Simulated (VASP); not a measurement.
Here is the system:

```
BiTl
1.0
    4.39500     0.00000     0.00000
   -2.19750     3.80618     0.00000
    0.00000     0.00000     7.32500
Tl Bi
2 2
Direct
  0.00000   0.00000   0.00000
  0.00000   0.00000   0.50000
  0.33333   0.66667   0.25000
  0.66667   0.33333   0.75000
```

Calculation: PBEsol GGA, VASP's PBE PAW potentials (set 64) (plane waves; VASP 6.6.1). Settings: 400 eV cut-off, 6×6×4 Γ-centred mesh, Gaussian smearing of 0.050 eV, potentials Tl_d Bi_d.

Energy and stress use the plane-wave basis of the starting cell.

Task: The ions, cell shape and volume are relaxed. What does this cell relax into?

Result: 
```
BiTl
1.0
    4.26035     0.00000     0.00000
   -2.13017     3.68957     0.00000
    0.00000     0.00000     7.96832
Tl Bi
2 2
Direct
  0.00000   0.00000   0.00000
  0.00000   0.00000   0.50000
  0.33333   0.66667   0.25000
  0.66667   0.33333   0.75000
```
Space group P6_3/mmc (194), at a tolerance of 0.03 Å.

Task: How do energy and volume change from the first to the last step?

Result: The energy (σ→0) changes by -22.9 meV/atom and the volume by +2.2 %, in 8 ionic steps.

The structure was generated: TlBi was put into the NiAs type type (P6_3/mmc), which need not be its known phase. This run relaxes it. Symmetry was kept, so distortions that lower it aren't found.
